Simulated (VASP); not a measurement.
Input of a VASP 6.6.1 run:

The input INCAR:

```
  PREC = Accurate
  ENCUT = 600
  EDIFF = 1E-7
  ISMEAR = 0
  SIGMA = 0.1
  LREAL = False
  LASPH = True
  NELM = 80
  ALGO = Fast
  ISIF = 3
  LWAVE = False
  LCHARG = False
  GGA = PE
  IVDW = 12
  IBRION = 2
  NSW = 90
  EDIFFG = -0.005
```

Contents of KPOINTS:

```
regular mesh
0
Gamma
  18 18 10
```

Contents of POSCAR:

```
Ti
1.0
    2.9357319200      0.0000000000      0.0000000000
   -1.4678659600      2.5424184200      0.0000000000
    0.0000000000      0.0000000000      4.6408561500
Ti
2
Direct
    0.3333333300      0.6666666700      0.2500000000
    0.6666666700      0.3333333300      0.7500000000
```

Potentials or basis: VASP PAW PBE potentials, release 64 (Ti_sv).

Launch:

```sh
$ cat potpaw_PBE.64/Ti_sv/POTCAR > POTCAR
$ mpirun -np 1 vasp_std > vasp.out
```

(1) Estimate the band gap on the k mesh.

(2) Predict the relaxed volume.

(3) What does it give for the space group after relaxing (to 0.05 Å)?

(4) Predict the relaxed cell.

Answers

(1) none (metal or under the smearing width).

(2) 16.47 Å³/atom.

(3) P6_3/mmc (No. 194).

(4) a = 2.885 Å, b = 2.885 Å, c = 4.569 Å, α = 90.00°, β = 90.00°, γ = 120.00°.

Caveat: pairwise dispersion overbinds metals, which lowers pressure and volume.
